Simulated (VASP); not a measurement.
The input files of a VASP run:

INCAR:
```
! general
SYSTEM  = ZnS
PREC    = Accurate
ENCUT   = 300   ! plane-wave cut-off (eV)
LREAL   = Auto
LASPH   = T

! electronic loop
EDIFF   = 1E-6
NELM    = 100   ! most electronic steps
ALGO    = Normal
LMAXMIX = 4   ! l cut-off of mixed one-centre charges

! smearing
ISMEAR  = 0   ! Gaussian
SIGMA   = 0.05   ! width (eV)

! functional
GGA     = PE   ! PBE

! ions
ISIF    = 2   ! forces and stress, cell fixed

! output
LWAVE   = F
LCHARG  = F
```

**KPOINTS**
```
kpoints
0
Gamma
 5 5 1
0 0 0
```

POSCAR:
```
ZnS
1
    3.8861320000     0.0000000000     0.0000000000
   -1.9430660000     3.3654890000     0.0000000000
    0.0000000000     0.0000000000    31.7870480000
Zn S
10 10
Direct
  0.6666670000   0.3333330000   0.2000000000
  0.3333330000   0.6666670000   0.7000000000
  0.0000000000   0.0000000000   0.8000000000
  0.0000000000   0.0000000000   0.3000000000
  0.6666670000   0.3333330000   0.9000000000
  0.3333330000   0.6666670000   0.4000000000
  0.3333330000   0.6666670000   0.1001000000
  0.6666670000   0.3333330000   0.6001000000
  0.0000000000   0.0000000000   0.0001000000
  0.0000000000   0.0000000000   0.5001000000
  0.6666670000   0.3333330000   0.2749000000
  0.3333330000   0.6666670000   0.7749000000
  0.0000000000   0.0000000000   0.0750000000
  0.0000000000   0.0000000000   0.5750000000
  0.6666670000   0.3333330000   0.6750000000
  0.3333330000   0.6666670000   0.1750000000
  0.0000000000   0.0000000000   0.8749000000
  0.0000000000   0.0000000000   0.3749000000
  0.3333330000   0.6666670000   0.4751000000
  0.6666670000   0.3333330000   0.9751000000
```

POTCAR, in this order: Zn S (PBE.64 set). Program: vasp_std.

Task: Translate this PBE calculation to Ansatz.

Result: One equivalent input (not run):
Ansatz 0.2 input:
```yaml
crystal:
  lattice:
    - [3.8861320, 0.0000000, 0.0000000]
    - [-1.9430660, 3.3654890, 0.0000000]
    - [0.0000000, 0.0000000, 31.7870480]
  atoms:
    - { symbol: Zn, position: [0.6666670, 0.3333330, 0.2000000] }
    - { symbol: Zn, position: [0.3333330, 0.6666670, 0.7000000] }
    - { symbol: Zn, position: [0.0000000, 0.0000000, 0.8000000] }
    - { symbol: Zn, position: [0.0000000, 0.0000000, 0.3000000] }
    - { symbol: Zn, position: [0.6666670, 0.3333330, 0.9000000] }
    - { symbol: Zn, position: [0.3333330, 0.6666670, 0.4000000] }
    - { symbol: Zn, position: [0.3333330, 0.6666670, 0.1001000] }
    - { symbol: Zn, position: [0.6666670, 0.3333330, 0.6001000] }
    - { symbol: Zn, position: [0.0000000, 0.0000000, 0.0001000] }
    - { symbol: Zn, position: [0.0000000, 0.0000000, 0.5001000] }
    - { symbol: S, position: [0.6666670, 0.3333330, 0.2749000] }
    - { symbol: S, position: [0.3333330, 0.6666670, 0.7749000] }
    - { symbol: S, position: [0.0000000, 0.0000000, 0.0750000] }
    - { symbol: S, position: [0.0000000, 0.0000000, 0.5750000] }
    - { symbol: S, position: [0.6666670, 0.3333330, 0.6750000] }
    - { symbol: S, position: [0.3333330, 0.6666670, 0.1750000] }
    - { symbol: S, position: [0.0000000, 0.0000000, 0.8749000] }
    - { symbol: S, position: [0.0000000, 0.0000000, 0.3749000] }
    - { symbol: S, position: [0.3333330, 0.6666670, 0.4751000] }
    - { symbol: S, position: [0.6666670, 0.3333330, 0.9751000] }
kpoints:
  mp_grid: { grid: [5, 5, 1] }
hamiltonian:
  xc: pbe
  pseudopotentials: { kind: paw }
scf:
  occupations: { method: gaussian, width: 0.05 }
  max_iter: 100
output: { forces: true, stress: true, eigenvalues: true }
```
Limits of the translation: each code has its own PAW files, so the cut-off isn't converted (ENCUT is set for VASP's; basis.ecutwfc is left out, and Ansatz then takes the one that its files recommend); Ansatz stops its SCF on the density residual and VASP on the energy change (EDIFF).

The structure comes from a computed database's ZnS entry; how it stands against other phases isn't given here. The cell was not relaxed at this level.
